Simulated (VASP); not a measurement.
# GaBiSe4 (F-43m) in VASP: a series of runs, part 2 of 2

VASP 6.6.1. The steps go on from the part before.

## 3. Relaxation of cell and atoms, PBE

This run uses another cell than the first one, of 25.13 Å³/atom, 1.021 times its volume.

INCAR reads:

```
SYSTEM = GaBiSe4
PREC = Normal ; ENCUT = 520
EDIFF = 1E-4 ; ISMEAR = 0
SIGMA = 0.15 ; LREAL = .FALSE.
LASPH = .TRUE. ; NELM = 60
ALGO = Fast ; ISIF = 3
LWAVE = .FALSE. ; LCHARG = .FALSE.
GGA = PE ; IBRION = 2
NSW = 24 ; EDIFFG = -0.08
```

KPOINTS reads:

```
regular mesh
0
G
  3 3 3
  0 0 0
```

POSCAR reads:

```
GaBiSe4
1.0
    0.0000000000      4.2244763500      4.2244763500
    4.2244763500      0.0000000000      4.2244763500
    4.2244763500      4.2244763500      0.0000000000
Ga Bi Se
1 1 4
Direct
    0.5000000000      0.5000000000      0.5000000000
    0.2500000000      0.2500000000      0.2500000000
    0.8757572800      0.3727281600      0.8757572800
    0.8757572800      0.8757572800      0.3727281600
    0.3727281600      0.8757572800      0.8757572800
    0.8757572800      0.8757572800      0.8757572800
```

Potentials or basis: VASP PAW PBE potentials, release 64 (Ga_d, Bi_d, Se).

Started as:

```
$ cat potpaw_PBE.64/Ga_d/POTCAR potpaw_PBE.64/Bi_d/POTCAR potpaw_PBE.64/Se/POTCAR > POTCAR
$ mpirun -np 1 vasp_std > vasp.out
```

Run time: 60 s. Hardware: 1 thread of Intel Xeon Platinum 8259CL at 2.50GHz (Skylake/Cascade Lake), shared host; peak memory 0.22 GiB.

The run converged. Its results:

* Free energy: -18.4587 eV
* Relaxed volume: 23.84 Å³/atom
* Relaxed cell: a = 5.871 Å, b = 5.871 Å, c = 5.871 Å, α = 60.00°, β = 60.00°, γ = 60.00°
* Space group after relaxing (to 0.05 Å): F-43m (No. 216)
* Energy gained by relaxing: 15.2 meV/atom
* Ionic steps: 5
* Pressure after relaxing: 0.2 GPa
* Largest force after relaxing: 0.011 eV/Å
* Band gap on the k mesh: none (metal or under the smearing width)

Forces in eV/Å, atoms in the order of the input:
```
Ga   0.000  0.000  0.000
Bi   0.000  0.000  0.000
Se  -0.006  0.006 -0.006
Se  -0.006 -0.006  0.006
Se   0.006 -0.006 -0.006
Se   0.006  0.006  0.006
```

Step by step:
```
step  energy change (eV)  largest force (eV/Å)  pressure (GPa)  volume (Å³)
   1              0.0000                0.2329           -2.45       150.78
   2             -0.0708                0.1932            0.25       142.54
   3             -0.0709                0.1971            0.18       142.73
   4             -0.0784                0.1619            0.20       142.81
   5             -0.0912                0.0108            0.23       143.06
```

Final structure:
```xyz
6
Lattice="0.0000 4.1511 4.1511 4.1511 0.0000 4.1511 4.1511 4.1511 0.0000" Properties=species:S:1:pos:R:3 pbc="T T T"
Ga    4.1511    4.1511    4.1511
Bi    2.0756    2.0756    2.0756
Se    5.1530    7.3003    5.1530
Se    5.1530    5.1530    7.3003
Se    7.3003    5.1530    5.1530
Se    7.3003    7.3003    7.3003
```

Levels at points of the mesh, in eV from the Fermi level:
```csv
k point,band 21,band 22,band 23,band 24,band 25,band 26,band 27,band 28,band 29,band 30
"(0.00, 0.00, 0.00)",-3.58,-3.58,-1.29,-1.29,-1.29,1.10,1.10,1.10,1.81,1.81
```

Caveat: the k mesh is coarse (spacing up to 0.43 Å⁻¹), so the values aren't converged; spin-orbit coupling is left out, which moves the levels of the heavy elements; the relaxation stopped at a loose force limit of 0.08 eV/Å, so its end isn't a converged minimum.

## 4. Relaxation of cell and atoms, PBE

This run uses another cell than the first one, of 25.17 Å³/atom, 1.023 times its volume.

INCAR is that of step 3.

KPOINTS is that of step 3.

POSCAR reads:

```
GaBiSe4
1.0
    0.0000000000      4.2265970000      4.2265970000
    4.2265970000      0.0000000000      4.2265970000
    4.2265970000      4.2265970000      0.0000000000
Ga Bi Se
1 1 4
Direct
    0.2500000000      0.2500000000      0.2500000000
    0.0000000000      0.0000000000      0.0000000000
    0.6245040000      0.6245040000      0.1264880000
    0.6245040000      0.1264880000      0.6245040000
    0.1264880000      0.6245040000      0.6245040000
    0.6245040000      0.6245040000      0.6245040000
```

Started as:

```
$ cat potpaw_PBE.64/Ga_d/POTCAR potpaw_PBE.64/Bi_d/POTCAR potpaw_PBE.64/Se/POTCAR > POTCAR
$ mpirun -np 1 vasp_std > vasp.out
```

It took 74 s on 1 thread of Intel Xeon Platinum 8259CL at 2.50GHz (Skylake/Cascade Lake), shared host; peak memory 0.22 GiB.

Results (log left out):

```yaml
Free_energy: -18.4568 eV
Relaxed_volume: 23.83 Å³/atom
Relaxed_cell: a = 5.870 Å, b = 5.870 Å, c = 5.870 Å, α = 60.00°, β = 60.00°, γ = 60.00°
Space_group_after_relaxing_to_0.05_Å: F-43m (No. 216)
Energy_gained_by_relaxing: 18.5 meV/atom
Ionic_steps: 7
Pressure_after_relaxing: 0.2 GPa
Largest_force_after_relaxing: 0.068 eV/Å
Band_gap_on_the_k_mesh: none (metal or under the smearing width)
```

Forces in eV/Å, atoms in the order of the input:
```
Ga   0.000  0.000  0.000
Bi   0.000  0.000  0.000
Se  -0.039 -0.039  0.039
Se  -0.039  0.039 -0.039
Se   0.039 -0.039 -0.039
Se   0.039  0.039  0.039
```

The path:
```tsv
step	energy change (eV)	largest force (eV/Å)	pressure (GPa)	volume (Å³)
1	0.0000	0.2561	-2.53	151.01
2	-0.0777	0.2303	0.24	142.50
3	-0.0777	0.2327	0.42	142.55
4	-0.0774	0.2361	-0.08	143.08
5	-0.0777	0.2319	0.24	142.75
6	-0.0884	0.2024	0.18	142.81
7	-0.1107	0.0680	0.20	143.00
```

Final structure:
```cif
data_structure
_symmetry_space_group_name_H-M 'P 1'
_symmetry_Int_Tables_number 1
_cell_length_a 5.8697
_cell_length_b 5.8697
_cell_length_c 5.8697
_cell_angle_alpha 60.000
_cell_angle_beta 60.000
_cell_angle_gamma 60.000
_cell_volume 143.00
loop_
_atom_site_label
_atom_site_type_symbol
_atom_site_fract_x
_atom_site_fract_y
_atom_site_fract_z
_atom_site_occupancy
Ga1 Ga 0.25000 0.25000 0.25000 1
Bi1 Bi 0.00000 0.00000 0.00000 1
Se1 Se 0.62870 0.62870 0.11391 1
Se2 Se 0.62870 0.11391 0.62870 1
Se3 Se 0.11391 0.62870 0.62870 1
Se4 Se 0.62870 0.62870 0.62870 1
```

Levels at points of the mesh, in eV from the Fermi level:
| k point | band 21 | band 22 | band 23 | band 24 | band 25 | band 26 | band 27 | band 28 | band 29 | band 30 |
| --- | --- | --- | --- | --- | --- | --- | --- | --- | --- | --- |
| (0.00, 0.00, 0.00) | -3.58 | -3.58 | -1.30 | -1.30 | -1.30 | 1.09 | 1.09 | 1.09 | 1.81 | 1.81 |

Caveat: the k mesh is coarse (spacing up to 0.43 Å⁻¹), so the values aren't converged; spin-orbit coupling is left out, which moves the levels of the heavy elements; the relaxation stopped at a loose force limit of 0.08 eV/Å, so its end isn't a converged minimum.

## 5. Relaxation of cell and atoms, PBE

This run uses another cell than the first one, of 25.98 Å³/atom, 1.056 times its volume.

INCAR is that of step 4.

KPOINTS is that of step 4.

POSCAR reads:

```
GaBiSe4
1.0
    0.0000000000      4.2716664900      4.2716664900
    4.2716664900      0.0000000000      4.2716664900
    4.2716664900      4.2716664900      0.0000000000
Ga Bi Se
1 1 4
Direct
    0.2500000000      0.2500000000      0.2500000000
    0.5000000000      0.5000000000      0.5000000000
    0.9046173800      0.2861478600      0.9046173800
    0.9046173800      0.9046173800      0.9046173800
    0.2861478600      0.9046173800      0.9046173800
    0.9046173800      0.9046173800      0.2861478600
```

Potentials or basis: VASP PAW PBE potentials, release 64 (Ga_d, Bi_d, Se).

Started as:

```
$ cat potpaw_PBE.64/Ga_d/POTCAR potpaw_PBE.64/Bi_d/POTCAR potpaw_PBE.64/Se/POTCAR > POTCAR
$ mpirun -np 1 vasp_std > vasp.out
```

OUTCAR:

```text
SYSTEM = GaBiSe4
   PREC = Normal
   ENCUT = 520
   EDIFF = 1E-4
   ISMEAR = 0
   LREAL = .FALSE.
   LASPH = .TRUE.
   NELM = 60
   ISIF = 3
   GGA = PE
   IBRION = 2
   NSW = 24
   EDIFFG = -0.08

 ion  position               nearest neighbor table
   1  0.250  0.250  0.250-
   2  0.500  0.500  0.500-
   3  0.905  0.286  0.905-   4 2.30   5 2.30   6 2.30
   4  0.905  0.905  0.905-   3 2.30   5 2.30   6 2.30
   5  0.286  0.905  0.905-   3 2.30   4 2.30   6 2.30
   6  0.905  0.905  0.286-   3 2.30   4 2.30   5 2.30

  LATTYP: Found a face centered cubic cell.
 ALAT       =     8.5433329800

  Lattice vectors:

 A1 = (   0.0000000000,   4.2716664900,   4.2716664900)
 A2 = (   4.2716664900,   0.0000000000,   4.2716664900)
 A3 = (   4.2716664900,   4.2716664900,   0.0000000000)

Analysis of symmetry for initial positions (statically):
[... 423 lines left out ...]

[... ionic steps 4 to 14 ...]

--------------------------------------- Ionic step       15  -------------------------------------------

 number of electron      52.0000001 magnetization

------------------------ aborting loop because EDIFF is reached ----------------------------------------
[... 75 lines left out ...]
--------------------------------------- Ionic step       17  -------------------------------------------

 number of electron      52.0000002 magnetization

 Free energy of the ion-electron system (eV)
  ---------------------------------------------------
  ext. energy  EPLUGINS =         0.00000000
  ---------------------------------------------------
  free energy    TOTEN  =       -18.45933665 eV

  energy without entropy =      -18.42165257  energy(sigma->0) =      -18.44049461

 E-fermi :   5.3924     XC(G=0): -10.1215

 val. band max:        5.3290909473   @ k =  -0.3333   0.3333   0.0000
 cond. band min:       5.6266069895   @ k =  -0.3333   0.3333   0.0000
 fundamental gap:      0.2975160422
 Fermi energy:         5.3923711904

 k-point     1 :       0.0000    0.0000    0.0000
  band No.  band energies     occupation
      1     -18.1678      2.00000
      2     -18.1678      2.00000
      3     -18.1678      2.00000
      4     -18.1582      2.00000
      5     -18.1582      2.00000
      6     -10.0794      2.00000
[... 158 lines left out ...]
  FREE ENERGIE OF THE ION-ELECTRON SYSTEM (eV)
  ---------------------------------------------------
  free  energy   TOTEN  =       -18.4593366464 eV

  energy  without entropy=      -18.4216525734  energy(sigma->0) =      -18.44049461

 reached required accuracy - stopping structural energy minimisation
```

It took 4.2 min on 1 thread of Intel Xeon Platinum 8259CL at 2.50GHz (Skylake/Cascade Lake), shared host; peak memory 0.23 GiB.

What came out:

- Free energy: -18.4593 eV
- Relaxed volume: 23.88 Å³/atom
- Relaxed cell: a = 5.874 Å, b = 5.874 Å, c = 5.874 Å, α = 60.00°, β = 60.00°, γ = 60.00°
- Space group after relaxing (to 0.05 Å): F-43m (No. 216)
- Energy gained by relaxing: 744.9 meV/atom
- Ionic steps: 17
- Pressure after relaxing: 0.1 GPa
- Largest force after relaxing: 0.046 eV/Å
- Band gap on the k mesh: none (metal or under the smearing width)

Forces on the atoms (eV/Å):
```
Ga   0.000  0.000  0.000
Bi   0.000  0.000  0.000
Se   0.027 -0.027  0.027
Se  -0.027 -0.027 -0.027
Se  -0.027  0.027  0.027
Se   0.027  0.027 -0.027
```

Step by step:
```tsv
step	energy change (eV)	largest force (eV/Å)	pressure (GPa)	volume (Å³)
1	0.0000	8.2519	12.66	155.89
2	-2.0682	0.0223	-8.04	206.94
3	-3.1827	0.6950	-4.71	179.37
4	-3.1871	0.7536	-4.56	178.72
5	-3.1886	0.8969	-4.05	177.38
6	-3.7159	1.0346	-2.80	162.29
7	-3.6641	0.5570	12.61	122.20
8	-4.0798	1.2022	0.36	146.02
9	-4.1271	1.0752	3.97	135.72
10	-4.2825	0.2782	4.56	133.33
11	-4.2860	0.2172	4.79	132.91
12	-4.4426	0.2168	-0.20	143.42
13	-4.4426	0.2150	0.00	143.32
14	-4.4495	0.1925	-0.03	143.31
15	-4.4655	0.1002	0.03	143.31
16	-4.4541	0.2768	0.49	143.29
17	-4.4696	0.0461	0.14	143.30
```

Final structure:
```xyz
6
Lattice="0.0000 4.1534 4.1534 4.1534 0.0000 4.1534 4.1534 4.1534 0.0000" Properties=species:S:1:pos:R:3 pbc="T T T"
Ga    2.0767    2.0767    2.0767
Bi    4.1534    4.1534    4.1534
Se    5.2266    7.2337    5.2266
Se    7.2337    7.2337    7.2337
Se    7.2337    5.2266    5.2266
Se    5.2266    5.2266    7.2337
```

Levels at points of the mesh, in eV from the Fermi level:
```csv
k point,band 21,band 22,band 23,band 24,band 25,band 26,band 27,band 28,band 29,band 30
"(0.00, 0.00, 0.00)",-3.58,-3.58,-1.29,-1.29,-1.29,1.09,1.09,1.09,1.81,1.81
```

Caveat: the k mesh is coarse (spacing up to 0.42 Å⁻¹), so the values aren't converged; spin-orbit coupling is left out, which moves the levels of the heavy elements; the relaxation stopped at a loose force limit of 0.08 eV/Å, so its end isn't a converged minimum.
